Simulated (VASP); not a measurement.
# MoS2 in VASP: further runs, part 2 of 2

VASP 6.6.1.

### 3 Relaxation of cell and atoms, rev-vdW-DF2

INCAR reads:

```
SYSTEM = MoS2
PREC = Accurate
ENCUT = 600
EDIFF = 1E-7
ISMEAR = 0
SIGMA = 0.03
LREAL = .False.
LASPH = .True.
NELM = 80
ALGO = Normal
ISIF = 3
LWAVE = .False.
LCHARG = .False.
GGA = MK
LUSE_VDW = .True.
AGGAC = 0.0
PARAM1 = 0.1234
PARAM2 = 0.711357
ZAB_VDW = -1.8867
IBRION = 2
NSW = 90
EDIFFG = -0.005
LATTICE_CONSTRAINTS = .TRUE. .TRUE. .FALSE.
KPAR = 2
```

KPOINTS reads:

```
Automatic mesh
0
Gamma
  12 12 1
  0 0 0
```

POSCAR reads:

```
MoS2                                    
1.0
    3.1666884229      0.0000000000      0.0000000000
   -1.5833442114      2.7424326155      0.0000000000
    0.0000000000      0.0000000000     27.2922960000
  S               Mo            
     4     2
Direct
     0.3333333300000021    0.6666666699999979    0.3296524419047089
     0.3333333300000021    0.6666666699999979    0.4445760703153001
     0.6666666699999979    0.3333333300000021    0.5554239296846999
     0.6666666699999979    0.3333333300000021    0.6703475580952911
     0.6666666699999979    0.3333333300000021    0.3870803201443390
     0.3333333300000021    0.6666666699999979    0.6129196798556609
```

Potentials or basis: VASP PAW PBE potentials, release 64 (S, Mo_sv).

Started as:

```console
cat potpaw_PBE.64/S/POTCAR potpaw_PBE.64/Mo_sv/POTCAR > POTCAR
mpirun -np 2 vasp_std > vasp.out
```

OUTCAR:

```text
SYSTEM = MoS2
   PREC = Accurate
   ENCUT = 600
   EDIFF = 1E-7
   ISMEAR = 0
   LREAL = .False.
   LASPH = .True.
   NELM = 80
   ISIF = 3
   GGA = MK
   IBRION = 2
   NSW = 90
   EDIFFG = -0.005

 ion  position               nearest neighbor table
   1  0.333  0.667  0.330-   5 2.41   5 2.41   5 2.41
   2  0.333  0.667  0.445-   5 2.41   5 2.41   5 2.41
   3  0.667  0.333  0.555-   6 2.41   6 2.41   6 2.41
   4  0.667  0.333  0.670-   6 2.41   6 2.41   6 2.41
   5  0.667  0.333  0.387-   1 2.41   1 2.41   1 2.41   2 2.41   2 2.41   2 2.41
   6  0.333  0.667  0.613-   4 2.41   4 2.41   4 2.41   3 2.41   3 2.41   3 2.41

  LATTYP: Found a hexagonal cell.
 ALAT       =     3.1666884229
 C/A-ratio  =     8.6185605766

  Lattice vectors:

 A1 = (   3.1666884229,   0.0000000000,   0.0000000000)
 A2 = (  -1.5833442114,   2.7424326155,   0.0000000000)
 A3 = (   0.0000000000,   0.0000000000,  27.2922960000)

Analysis of symmetry for initial positions (statically):
=====================================================================
 Subroutine PRICEL returns:
 Original cell was already a primitive cell.
[... 182 lines left out ...]
 Fermi energy:         0.2784281106

 k-point     1 :       0.0000    0.0000    0.0000
  band No.  band energies     occupation
      1     -61.1240      2.00000
      2     -61.1240      2.00000
      3     -35.2965      2.00000
      4     -35.2965      2.00000
      5     -35.0715      2.00000
      6     -35.0715      2.00000
[... 635 lines left out ...]
     30       2.9558      0.00000
     31       3.2196      0.00000

------------------------ aborting loop because EDIFF is reached ----------------------------------------

  FORCE on cell =-STRESS in cart. coord.  units (eV):
  Direction    XX          YY          ZZ          XY          YZ          ZX
  --------------------------------------------------------------------------------------
  -------------------------------------------------------------------------------------
  Total        0.0014316      0.0014316      0.0086932      0.0000000     -0.0000000      0.0000000
  in kB        0.0096771      0.0096771      0.0587636      0.0000000     -0.0000000      0.0000000
  external PRESSURE =       0.0260392 kB  Pullay stress =       0.0000000 kB

 VOLUME and BASIS-vectors are now :
 -----------------------------------------------------------------------------
  energy-cutoff  :      600.00
  volume of cell :      237.02
      direct lattice vectors                 reciprocal lattice vectors
     3.166688423  0.000000000  0.000000000     0.315787304  0.182319885  0.000000000
    -1.583344211  2.742432615  0.000000000     0.000000000  0.364639771  0.000000000
     0.000000000  0.000000000 27.292296000     0.000000000  0.000000000  0.036640376

 POSITION                                       TOTAL-FORCE (eV/Angst)
 -----------------------------------------------------------------------------------
     -0.00000      1.82829      8.99697         0.000000      0.000000     -0.002851
     -0.00000      1.82829     12.13350        -0.000000      0.000000     -0.003658
      1.58334      0.91414     15.15879         0.000000     -0.000000      0.003658
      1.58334      0.91414     18.29532        -0.000000      0.000000      0.002851
      1.58334      0.91414     10.56431         0.000000     -0.000000     -0.002249
     -0.00000      1.82829     16.72799        -0.000000      0.000000      0.002249
 -----------------------------------------------------------------------------------
    total drift:                                0.000000      0.000000      0.000000

  FREE ENERGIE OF THE ION-ELECTRON SYSTEM (eV)
  ---------------------------------------------------
  free  energy   TOTEN  =       -33.3934160772 eV

  energy  without entropy=      -33.3934160772  energy(sigma->0) =      -33.39341608

Total vdW correction in eV:      6.6018787

 reached required accuracy - stopping structural energy minimisation
```

OSZICAR:

```text
N       E                     dE             d eps       ncg     rms          rms(c)
DAV:   1     0.500507403729E+03    0.50051E+03   -0.28994E+04  1426   0.159E+03
DAV:   2    -0.211255742507E+00   -0.50072E+03   -0.49115E+03  1598   0.354E+02
[... 19 lines left out ...]
DAV:  22    -0.333934114650E+02   -0.34498E-05   -0.30992E-07  1087   0.123E-03    0.505E-04
DAV:  23    -0.333934132074E+02   -0.17423E-05   -0.71807E-08  1040   0.713E-04    0.456E-04
DAV:  24    -0.333934153506E+02   -0.21432E-05   -0.17045E-07  1025   0.102E-03    0.212E-04
DAV:  25    -0.333934156173E+02   -0.26671E-06   -0.17106E-08   987   0.390E-04    0.268E-04
DAV:  26    -0.333934160025E+02   -0.38513E-06   -0.66639E-08  1011   0.486E-04    0.488E-05
DAV:  27    -0.333934160772E+02   -0.74730E-07   -0.10050E-08   919   0.257E-04
   1 F= -.33393416E+02 E0= -.33393416E+02  d E =-.333934E+02
```

Wall time 6.2 min (2 MPI ranks of AMD EPYC 9R45 (Zen 5), shared host); peak memory 1.3 GiB.

Results:

```yaml
Free_energy: -33.3934 eV
Largest_force_after_relaxing: 0.004 eV/Å
Band_gap_on_the_k_mesh: 1.26 eV, indirect (least direct gap 1.71 eV)
```

Forces in eV/Å, atoms in the order of the input:
```
S    0.000  0.000 -0.003
S    0.000  0.000 -0.004
S    0.000  0.000  0.004
S    0.000  0.000  0.003
Mo   0.000  0.000 -0.002
Mo   0.000  0.000  0.002
```

Final structure:
```yaml
crystal:
  lattice:
    - [3.16669, 0.00000, 0.00000]
    - [-1.58334, 2.74243, 0.00000]
    - [0.00000, 0.00000, 27.29230]
  atoms:
    - { symbol: S, position: [0.33333, 0.66667, 0.32965] }
    - { symbol: S, position: [0.33333, 0.66667, 0.44458] }
    - { symbol: S, position: [0.66667, 0.33333, 0.55542] }
    - { symbol: S, position: [0.66667, 0.33333, 0.67035] }
    - { symbol: Mo, position: [0.66667, 0.33333, 0.38708] }
    - { symbol: Mo, position: [0.33333, 0.66667, 0.61292] }
```

Levels at points of the mesh, in eV from the valence-band top:
| k point | band 22 | band 23 | band 24 | band 25 | band 26 | band 27 | band 28 | band 29 | band 30 | band 31 |
| --- | --- | --- | --- | --- | --- | --- | --- | --- | --- | --- |
| (0.00, 0.00, 0.00) | -1.88 | -1.88 | -1.74 | -0.69 | 0.00 | 2.35 | 2.35 | 2.37 | 2.37 | 2.55 |
| (0.50, 0.00, 0.00) | -2.29 | -1.41 | -1.31 | -1.10 | -1.05 | 1.84 | 1.86 | 2.28 | 2.42 | 3.24 |

Caveat: the relaxation stopped at its first step, so nothing moved; the PAW data sets were made with another functional, which shifts forces and pressure a little.
